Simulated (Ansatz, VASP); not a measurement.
**Cross-check of Al5N (Al(100), 5 layers, one monolayer of N on hollow sites) between VASP and Ansatz**

Aim: how closely do two programs agree when they are given the same cell, functional and k mesh? The structure shown is the start of the Ansatz relaxation below; VASP solves that cell, so the two are compared at the walk's first step.

Method: plane waves, with VASP 6.6.1 beside it; single point at PBE, in Ansatz 0.2.0.

## (1) Set-up

The cell holds 6 atoms: 5 Al and 1 N. Cell: a = 2.864 Å, b = 2.864 Å, c = 27.100 Å, α = 90.0°, β = 90.0°, γ = 90.0°. Vacuum lies along c.

## (2) Ansatz: relaxation, PBE

Ansatz runs on its default PAW (the set named soft_2) files.

The two programs are compared at the cell with which this relaxation starts, whose forces are those of its first step.

The input, input.yaml:

```yaml
crystal:
  lattice:
    - [2.8637824638, 0.0, 0.0]
    - [0.0, 2.8637824638, 0.0]
    - [0.0, 0.0, 27.1]
  atoms:
    - { symbol: Al, position: [0.0, 0.0, 0.3062730627] }
    - { symbol: Al, position: [0.5, 0.5, 0.38099631] }
    - { symbol: Al, position: [0.0, 0.0, 0.4557195572] }
    - { symbol: Al, position: [0.5, 0.5, 0.5304428044] }
    - { symbol: Al, position: [0.0, 0.0, 0.6051660517] }
    - { symbol: "N", position: [0.5, 0.5, 0.6312585528] }
kpoints:
  mp_grid: { grid: [8, 8, 1] }
hamiltonian:
  xc: pbe
scf:
  occupations: { method: fermi_dirac, width: 0.1 }
  convergence: { dr2_threshold: 1.0e-08 }
efield:
  axis: 3
  dipole_correction: true
  ramp_position: 0.97
  ramp_width: 0.04
relax:
  f_tol: 0.01
  constraints: [{ sites: [0, 1, 2] }]
output:
  write_potential: true
  write_density: true
  volumetric_format: npy
```

Command:

```bash
ansatz run input.yaml --threads 2 --pin off --max-ram 4096MiB --backend cpu --events-out ev --progress --plain --runs-dir out
```

Numbers of over 12 decimals in the logs are rounded to 6 here.

What it wrote:

```text
Engine: ansatz 0.2.0, x86_64-unknown-linux-gnu
Pseudopotentials: kind: paw
Pseudopotential: Al, paw, valence charge 3, recommended cutoff 420 eV (normal), Al.paw.azcp
Pseudopotential: N, paw, valence charge 5, recommended cutoff 420 eV (normal), N.paw.azcp
Functional definition: PBE
  parameter kappa = 0.804
  parameter beta = 0.066725
  exchange = pbe_x(kappa = kappa, mu = beta*pi^2/3)
  correlation = pbe_c(beta = beta)
Crystal: 6 atoms, lattice volume = 222.254 Å³
Basis set: ecut = 420 eV, 4343 PW (Γ), exchange–correlation on 40×40×384 points (8 copies of the dense FFT grid, shifted against one another)
Bands: 16, of which v1, the nominal top of the filled ones, is band 10 counted from 1 (9 counted from 0)
Symmetry: 8 space group operations
Space group: P4mm (ITA 99), of the structure as read, at distance tolerance 6.1e-5 Å
k-points: 15 of 64
Non-local potential: Al, projectors of the file, l = 0: 2, l = 1: 2, l = 2: 1
Non-local potential: N, projectors of the file, l = 0: 2, l = 1: 2, l = 2: 1
PAW form: soft (Blöchl's): semilocal exchange-correlation on the pseudo side does not see the compensation charge
PAW one-centre angular grid: Al, 110 points (default); XC on 64 Gauss nodes
PAW one-centre angular grid: N, 110 points (default); XC on 64 Gauss nodes
Initial density: superposition of atomic densities (neutral atoms: chi_scale 0, normalization atom), corrected by the library's trained network
Initial wavefunctions: pseudopotential atomic-orbital guess
Functional: x = pbe(κ = 0.804, μ = 0.219515), c = pbe(β = 0.066725)
SCF iter   1: F=—  HF=-3070.678267 eV  |F-HF|=—  |Δ(HF+E_count)|=         —  Δρ=7.07e-3  dr2=1.19e0  ethr=1.77e-3  p=-0.091 e·Å  D=-7.38e-2 V/Å  ΔV_dip=2.00 eV  dr2_dipole=5.35e-1  V_vac-E_F(+/−)=6.38/4.38 eV  ⟨swp⟩=7.9  Hψ=1832  notcnv=0
efield: sawtooth ramp at fractional position 0.9700 (set: `efield.ramp_position`, or a place that a band, a saddle search or an elastic batch's reference lends), width 0.0400; the density the first Hamiltonian is built on has a dipole p = -0.091 e·Å; the dipole correction subtracts the counter field D = -7.38e-2 V/Å, which shifts the + side's vacuum level by +2.00 eV against the − side's; the planar-averaged density in the ramp window peaks in size at 1.2e-5 e/Å³
preconditioner: auto → LDOS  [metal: Δε(μ)=0.273 eV  Ē_g=7.594 eV  σ=0.100 eV  W_gap=0.48  n_scr=14 (ndim 8)  ℏωp=11.1 eV  f_vac=0.523  D(μ)=1.72/eV (n_scr^D=10)  β→1.0]
SCF iter   2: F=—  HF=-3070.646949 eV  |F-HF|=—  |Δ(HF+E_count)|=   3.13e-2  Δρ=2.58e-3  dr2=1.29e-1  ethr=1.77e-3  p=-0.094 e·Å  D=-7.67e-2 V/Å  ΔV_dip=2.08 eV  dr2_dipole=6.18e-2  V_vac-E_F(+/−)=6.45/4.37 eV  ⟨swp⟩=1.4  Hψ=370  notcnv=0  defer=2
SCF iter   3: F=—  HF=-3070.644737 eV  |F-HF|=—  |Δ(HF+E_count)|=   2.21e-3  Δρ=3.87e-4  dr2=5.85e-3  ethr=6.43e-4  p=-0.091 e·Å  D=-7.39e-2 V/Å  ΔV_dip=2.00 eV  dr2_dipole=2.58e-3  V_vac-E_F(+/−)=6.40/4.40 eV  ⟨swp⟩=1.4  Hψ=247  notcnv=0  defer=3
SCF iter   4: F=—  HF=-3070.644640 eV  |F-HF|=—  |Δ(HF+E_count)|=   9.70e-5  Δρ=1.04e-4  dr2=1.55e-4  ethr=2.93e-5  p=-0.091 e·Å  D=-7.40e-2 V/Å  ΔV_dip=2.01 eV  dr2_dipole=7.47e-6  V_vac-E_F(+/−)=6.40/4.40 eV  ⟨swp⟩=1.8  Hψ=287  notcnv=0  defer=3
SCF iter   5: F=—  HF=-3070.644658 eV  |F-HF|=—  |Δ(HF+E_count)|=   1.83e-5  Δρ=4.17e-5  dr2=2.40e-5  ethr=7.73e-7  p=-0.091 e·Å  D=-7.41e-2 V/Å  ΔV_dip=2.01 eV  dr2_dipole=5.86e-6  V_vac-E_F(+/−)=6.41/4.40 eV  ⟨swp⟩=2.3  Hψ=402  notcnv=0  defer=3
SCF iter   6: F=—  HF=-3070.644974 eV  |F-HF|=—  |Δ(HF+E_count)|=   3.16e-4  Δρ=1.39e-5  dr2=2.65e-6  ethr=1.20e-7  p=-0.091 e·Å  D=-7.42e-2 V/Å  ΔV_dip=2.01 eV  dr2_dipole=8.58e-7  V_vac-E_F(+/−)=6.41/4.40 eV  ⟨swp⟩=1.8  Hψ=314  notcnv=0  defer=3
SCF iter   7: F=—  HF=-3070.644980 eV  |F-HF|=—  |Δ(HF+E_count)|=   6.48e-6  Δρ=3.96e-6  dr2=1.88e-7  ethr=1.32e-8  p=-0.091 e·Å  D=-7.41e-2 V/Å  ΔV_dip=2.01 eV  dr2_dipole=6.09e-8  V_vac-E_F(+/−)=6.41/4.40 eV  ⟨swp⟩=1.9  Hψ=322  notcnv=0  defer=2
SCF iter   8: F=-3070.644981 eV  HF=-3070.644981 eV  |F-HF|=5.06e-9  |Δ(HF+E_count)|=   6.60e-8  Δρ=9.50e-7  dr2=2.50e-9  ethr=5.00e-11  p=-0.091 e·Å  D=-7.42e-2 V/Å  ΔV_dip=2.01 eV  dr2_dipole=1.95e-11  V_vac-E_F(+/−)=6.41/4.40 eV  ⟨swp⟩=9.1  Hψ=1852  notcnv=0
SCF 1 converged in 8 iterations: F = -3070.644981 eV  dr2 = 2.50e-9
  greatest PAW one-centre occupation: 0.813 electrons in one spin orbital (limit 2), on the N atom at site 5 (counted from 0), in its partial waves of l = 0
relax step   1: F+E_penalty+E_count = -3070.64498057 eV  Δ(F+E_penalty+E_count) = +0.000e0 eV  max|allowed force component| = 3.773e0 eV/Å  Δτ_max = 0.0000 Å  (8 SCF iters, accepted)
[...]
relax step   4: F+E_penalty+E_count = -3071.96950431 eV  Δ(F+E_penalty+E_count) = -5.802e-3 eV  max|allowed force component| = 5.497e-2 eV/Å  Δτ_max = 0.0943 Å  (8 SCF iters, accepted)
[...]
relax step   5: F+E_penalty+E_count = -3071.96986093 eV  Δ(F+E_penalty+E_count) = -3.566e-4 eV  max|allowed force component| = 5.116e-3 eV/Å  Δτ_max = 0.0111 Å  (6 SCF iters, accepted)
NSCF: frozen V_eff on 15 k-points
the band table was solved once a step of the walk had ended and its energy, with any forces and stress, was formed, with the checks that follow a solve (2114 applications of the Hamiltonian). They found nothing against the state; the energy, forces and stress were not computed again (output.eigenvalues in the input reference)
WARN: The input density's exchange-correlation potential varies sharply where the density is thin. Do not read a vacuum level from v_tot or v_xc, or from such a field of the output density. On a cell that repeats whose density bears no net charge and no dipole along the vacuum's axis use v_es (v_loc + v_h of the components); under efield.dipole_correction with no amplitude use v_es + v_field, which holds any external [...]
SCF converged after 6 iterations
Free energy (F): -3071.969861 eV
Harris-Foulkes:  -3071.969861 eV  (|F-HF|=6.29e-9)
Internal energy: -3071.920613 eV  (E = F + TS)
E sigma→0 (E₀):  -3071.945237 eV
Entropy (-TS):   -0.049248 eV (-8.208 meV/atom)
Fermi energy:    1.077964 eV
Dipole field:    D = 0.047784 V/Å  (p = 0.058691 e·Å, saw-weighted, corrected)
Work function:   Φ+ = 3.0902 eV   Φ− = 4.3851 eV
Levels:          The Fermi level and band energies are counted from a zero that moves with the ramp; work functions are not
--- Per-component energies (eV) ---
  E_band       = -89.070300
  E_kinetic    = 242.829165
  E_local      = -7534.167843  (includes V_loc(G=0)·N_el)
  E_nonlocal   = 95.640028
  E_hartree    = 3681.449562
  E_xc         = -257.506154
  E_vxc        = -219.539717  (∫ρ·V_xc dr)
  E_paw        = -2463.141449  (= ΣΔE_a)
  E_vpaw       = -36.574794  (= ΣTr[D̂ρ^β])
  E_aug_tail   = 0.000083  (compensation charges beyond the density's cutoff)
  E_efield     = 0.001402  (sawtooth field / dipole correction)
  E_vefield    = -0.152891  (∫n·V_field dr)
  E_ewald      = 3162.974595
  E_smearing   = -0.049248  (= −TS)
  E_closure    = -0.000000  (closes the sum)
  Σ components = -3071.969861   (vs F -3071.969861, Δ=0.00e0)
--- Forces (eV/Å), atoms counted from 1 ---
  atom   1  Al    -0.00000000     0.00000000    -0.11321708
  atom   2  Al    -0.00000000     0.00000000     0.18660943
  atom   3  Al     0.00000000     0.00000000    -0.07393694
  atom   4  Al    -0.00000000     0.00000000     0.00217034
  atom   5  Al    -0.00000000     0.00000000    -0.00511645
  atom   6  N      0.00000000     0.00000000     0.00347631
  max |Σ_I F_I| component: 1.44e-5 eV/Å
--- Band table (eV; the first three rows and the last of 15) ---
  k-point 0: bands = [... 6 lower, -2.0025, -2.0025, -0.3164, 2.2201, 3.5673, 4.3226, 4.7290, 5.6311, ... 2 higher]
  k-point 1: bands = [... 6 lower, -1.9973, -1.9338, 0.1050, 2.5645, 3.6756, 3.7088, 4.5078, 4.8442, ... 2 higher]
  k-point 2: bands = [... 6 lower, -1.7597, -1.3125, 0.3120, 0.8782, 1.4711, 2.9402, 3.6862, 4.2626, ... 2 higher]
  k-point 14: bands = [... 6 lower, -0.2932, -0.1439, -0.1439, 0.1619, 0.3250, 1.5603, 1.6810, 1.6810, ... 2 higher]
--- Relaxed structure (5 steps of the walk, 5 accepted, 0 SCFs on fresh bases) ---
  F+E_penalty+E_count = -3071.96986093 eV   max|allowed force component| = 5.116e-3 eV/Å
  atoms:
    - { symbol: Al, position: [0.0, 0.0, 0.3062730627] }
    - { symbol: Al, position: [0.5, 0.5, 0.380996] }
    - { symbol: Al, position: [0.0, 0.0, 0.455720] }
    - { symbol: Al, position: [0.5, 0.5, 0.531953] }
    - { symbol: Al, position: [0, 0.0, 0.609783] }
    - { symbol: N, position: [0.5, 0.5, 0.613212] }
```

Reading the cycles: dr2 is the Hartree energy of the density residual (eV), the measure of convergence; HF is the Harris–Foulkes estimate of the energy, which meets the free energy F at convergence.

## (3) VASP: single point, PBE, start cell

The same cell, functional, mesh and smearing now go to VASP, with its own data sets.

Lines of VASP's logs that name or quote its potential files are left out, and so is its time.

The input, INCAR:

```
SYSTEM = Al5N
PREC = Accurate
ENCUT = 520
EDIFF = 1E-06
NELM = 120
ISMEAR = -1
SIGMA = 0.1
LREAL = .FALSE.
ALGO = Normal
GGA = PE
NBANDS = 16
LORBIT = 11
LWAVE = .FALSE.
LCHARG = .FALSE.
ISIF = 2
LDIPOL = .TRUE.
IDIPOL = 3
DIPOL = 0.5 0.5 0.487
LVHAR = .TRUE.
LASPH = .TRUE.
GGA_COMPAT = .FALSE.
NELMDL = -8
KPAR = 2
```

The input, POSCAR:

```
Al5N
1.0
    2.8637824638      0.0000000000      0.0000000000
    0.0000000000      2.8637824638      0.0000000000
    0.0000000000      0.0000000000     27.1000000000
Al N
5 1
Direct
    0.0000000000      0.0000000000      0.3062730627
    0.4999999190      0.4999999190      0.3809963100
    0.0000000000      0.0000000000      0.4557195572
    0.4999999190      0.4999999190      0.5304428044
    0.0000000000      0.0000000000      0.6051660517
    0.4999999190      0.4999999190      0.6312585609
```

The input, KPOINTS:

```
Automatic mesh
0
Gamma
8 8 1
0 0 0
```

The projector-augmented-wave data sets are Al and N (PBE family, release 64).

Command:

```bash
mpirun -np 2 vasp_std
```

What it wrote:

```text
[banner, memory and clock lines left out]
running    2 mpi-ranks, on    1 nodes
 distrk:  each k-point on    1 cores,    2 groups
 distr:  one band on    1 cores,    1 groups

 POSCAR found type information on POSCAR AlN
 POSCAR found :  2 types and       6 ions
 LDA part: xc-table for (Slater+PW92), standard interpolation
 POSCAR, INCAR and KPOINTS ok, starting setup
 FFT: planning ... GRIDC
 FFT: planning ... GRID_SOFT
 FFT: planning ... GRID
 WAVECAR not read
 entering main loop
       N       E                     dE             d eps       ncg     rms          rms(c)
DAV:   1     0.863898977501E+02    0.86390E+02   -0.68957E+03   480   0.924E+02
DAV:   2    -0.161134477021E+02   -0.10250E+03   -0.97260E+02   704   0.161E+02
DAV:   3    -0.288152149379E+02   -0.12702E+02   -0.12382E+02   688   0.573E+01
DAV:   4    -0.290861151955E+02   -0.27090E+00   -0.27050E+00   696   0.106E+01
DAV:   5    -0.290940369251E+02   -0.79217E-02   -0.79214E-02   768   0.168E+00
DAV:   6    -0.290943035507E+02   -0.26663E-03   -0.26661E-03   776   0.259E-01
DAV:   7    -0.290943190702E+02   -0.15520E-04   -0.15519E-04   832   0.474E-02
DAV:   8    -0.290943194297E+02   -0.35945E-06   -0.35931E-06   720   0.586E-03    0.884E+00
DAV:   9    -0.563864247342E+02   -0.27292E+02   -0.14913E+02   752   0.580E+01    0.221E+01
DAV:  10    -0.279539566060E+02    0.28432E+02   -0.32473E+02   824   0.472E+01    0.618E+00
DAV:  11    -0.270189754116E+02    0.93498E+00   -0.22705E+01   640   0.194E+01    0.340E+00
DAV:  12    -0.263829447433E+02    0.63603E+00   -0.21669E+00   688   0.793E+00    0.170E+00
DAV:  13    -0.262904163408E+02    0.92528E-01   -0.40826E-01   712   0.350E+00    0.122E+00
DAV:  14    -0.262620416277E+02    0.28375E-01   -0.25267E-01   672   0.279E+00    0.572E-01
[...]
DAV:  24    -0.262469259917E+02   -0.42019E-04   -0.43646E-06   616   0.981E-03    0.455E-03
DAV:  25    -0.262469672601E+02   -0.41268E-04   -0.13610E-05   568   0.157E-02    0.224E-03
DAV:  26    -0.262469784641E+02   -0.11204E-04   -0.11808E-06   504   0.537E-03    0.284E-03
DAV:  27    -0.262469903394E+02   -0.11875E-04   -0.13908E-06   512   0.548E-03    0.165E-03
DAV:  28    -0.262469963204E+02   -0.59810E-05   -0.34150E-07   472   0.245E-03    0.128E-03
DAV:  29    -0.262470026112E+02   -0.62908E-05   -0.70477E-07   480   0.310E-03    0.543E-04
DAV:  30    -0.262470043165E+02   -0.17053E-05   -0.71644E-08   432   0.122E-03    0.321E-04
DAV:  31    -0.262470051960E+02   -0.87943E-06   -0.32094E-08   424   0.781E-04
   1 F= -.26247005E+02 E0= -.26211042E+02  d E =-.719272E-01
```

OUTCAR, selected parts (step 3):

```text
ion  position               nearest neighbor table
   1  0.000  0.000  0.306-   2 2.86   2 2.86   2 2.86   2 2.86
   2  0.500  0.500  0.381-   3 2.86   1 2.86   3 2.86   3 2.86   1 2.86   1 2.86   3 2.86   1 2.86

  LATTYP: Found a simple tetragonal cell.
 ALAT       =     2.8637824638
 C/A-ratio  =     9.4630092692

 Subroutine GETGRP returns: Found  8 space group operations
 (whereof  8 operations were pure point group operations)

The static configuration has the point symmetry C_4v.

 Found     15 irreducible k-points:

   k-points           NKPTS =     15   k-points in BZ     NKDIM =     15   number of bands    NBANDS=     16

   dimension x,y,z NGX =    24 NGY =   24 NGZ =  210
   dimension x,y,z NGXF=    48 NGYF=   48 NGZF=  420

   ENCUT  =  520.0 eV  38.22 Ry    6.18 a.u.   5.32  5.32 50.39*2*pi/ulx,y,z

   NELECT =      20.0000    total number of electrons

 k-points in reciprocal lattice and weights: Automatic mesh
   0.00000000  0.00000000  0.00000000       0.016
   0.12500000  0.00000000  0.00000000       0.062
   0.25000000  0.00000000  0.00000000       0.062
   0.37500000  0.00000000  0.00000000       0.062
   0.50000000  0.00000000  0.00000000       0.031
   0.12500000  0.12500000  0.00000000       0.062
   0.25000000  0.12500000  0.00000000       0.125
   0.37500000  0.12500000  0.00000000       0.125
   0.50000000  0.12500000  0.00000000       0.062
[...]
0.50000000  0.37500000  0.00000000       0.062
   0.50000000  0.50000000  0.00000000       0.016

 dipolmoment           0.000000      0.000000      0.091088 electrons x Angstroem

 average (electrostatic) potential at core
       1 -80.8617       2 -80.7891       3 -80.7715       4 -80.8753       5 -80.4231
       6 -67.9957

 E-fermi :  -0.2216

 k-point     1 :       0.0000    0.0000    0.0000
  band No.  band energies     occupation
    ...
      5      -5.6779      2.00000
      6      -3.2577      2.00000
      7      -1.1631      1.99984
      8      -0.7706      1.99178
      9      -0.7706      1.99178
     10       1.4556      0.00000
     11       3.4159      0.00000
     12       4.3446      0.00000
     13       5.1874      0.00000
     14       5.3945      0.00000
    ...

 k-point     2 :       0.1250    0.0000    0.0000
  band No.  band energies     occupation
    ...
      5      -5.4359      2.00000
      6      -3.0203      2.00000
      7      -1.9285      2.00000
      8      -0.9419      1.99851
      9      -0.6881      1.98133
     10       1.7330      0.00000
     11       2.3013      0.00000
     12       3.2772      0.00000
     13       3.8130      0.00000
     14       4.7610      0.00000
    ...

 k-point     3 :       0.2500    0.0000    0.0000
  band No.  band energies     occupation
    ...
      6      -3.7503      2.00000
      7      -2.3308      2.00000
      8      -1.0631      1.99956
      9      -0.4782      1.85726
     10      -0.4467      1.80935
     11       0.0949      0.08099
     12       1.8633      0.00000
     13       2.4933      0.00000
     14       4.0930      0.00000
     15       4.6891      0.00000
    ...

  Total       -4.5966436     -4.5966436     -2.1852686      0.0000000      0.0000000      0.0000000
  in kB      -33.1361521    -33.1361521    -15.7531016      0.0000000      0.0000000      0.0000000
  external PRESSURE =     -27.3418020 kB  Pullay stress =       0.0000000 kB

  energy-cutoff  :      520.00
  volume of cell :      222.25
      direct lattice vectors                 reciprocal lattice vectors
     2.863782464  0.000000000  0.000000000     0.349188534  0.000000000  0.000000000
     0.000000000  2.863782464  0.000000000     0.000000000  0.349188534  0.000000000
     0.000000000  0.000000000 27.100000000     0.000000000  0.000000000  0.036900369

 POSITION                                       TOTAL-FORCE (eV/Angst)
 -----------------------------------------------------------------------------------
      0.00000      0.00000      8.30000         0.000000      0.000000     -0.159440
      1.43189      1.43189     10.32500         0.000000      0.000000      0.199363
      0.00000      0.00000     12.35000         0.000000      0.000000     -0.222559
      1.43189      1.43189     14.37500         0.000000      0.000000      0.242235
      0.00000      0.00000     16.40000         0.000000      0.000000      3.709993
      1.43189      1.43189     17.10711         0.000000     -0.000000     -3.769592
 -----------------------------------------------------------------------------------
    total drift:                                0.000151      0.000151     -0.000164

  FREE ENERGIE OF THE ION-ELECTRON SYSTEM (eV)
  ---------------------------------------------------
  free  energy   TOTEN  =       -26.2470051960 eV

  energy  without entropy=      -26.1750779616  energy(sigma->0) =      -26.21104158

 vacuum level on the upper side and lower side of the slab         6.189         4.180

 total charge
# of ion       s       p       d       tot
------------------------------------------
    1        0.467   0.293   0.000   0.761
    2        0.425   0.342   0.000   0.767
    3        0.439   0.325   0.000   0.764
    4        0.423   0.337   0.000   0.760
    5        0.336   0.332   0.000   0.669
    6        1.288   2.281   0.000   3.569
--------------------------------------------------
tot          3.379   3.910   0.000   7.289

[... 3 further parts left out ...]
```

## (4) Comparison

Known differences besides the potentials themselves: the cutoff is 420 eV in Ansatz and 520 eV in VASP. Total energies have different zeros and are not compared.

Forces (eV/Å; atoms numbered as in POSCAR):

| atom | Ansatz x, y, z | VASP x, y, z |
| --- | --- | --- |
| Al1 | 0.000, 0.000, -0.161 | 0.000, 0.000, -0.159 |
| Al2 | 0.000, 0.000, 0.200 | 0.000, 0.000, 0.199 |
| Al3 | 0.000, 0.000, -0.223 | 0.000, 0.000, -0.223 |
| Al4 | 0.000, 0.000, 0.241 | 0.000, 0.000, 0.242 |
| Al5 | 0.000, 0.000, 3.716 | 0.000, 0.000, 3.710 |
| N6 | 0.000, 0.000, -3.773 | 0.000, 0.000, -3.770 |

The forces differ by 1.8 meV/Å r.m.s., which is 0.1 % of the r.m.s. force of 1.250 eV/Å (both taken over all components). With vacuum in the cell, a pressure given here is an average over mostly empty space and none of the material.

## (5) What came out

```yaml
r_m_s_force_difference_single_point_pbe_start_cell: 0.15 % of the r.m.s. force
```

What this shows: The r.m.s. force difference is 0.15 % of the r.m.s. force (single point, PBE, start cell), within the 3 % picked in this series as the mark of a large difference. 1 further run of this series is not shown here. Such differences can come from data sets, numerical settings and the points named under the comparisons, not from the functional's error against experiment.

[Lines on the potential files, build, host, timing and source positions are cut from VASP's logs without a mark.]

[Logs are printed without paths, hosts, clocks, repeated set-up lines and the standing remarks that a program may print on its own settings, such as how far it seeks lower states.]

[Hosts, paths, dates, database ids (printed as entryN), source tags and the programs' standing remarks are cut or masked in the printed files.]
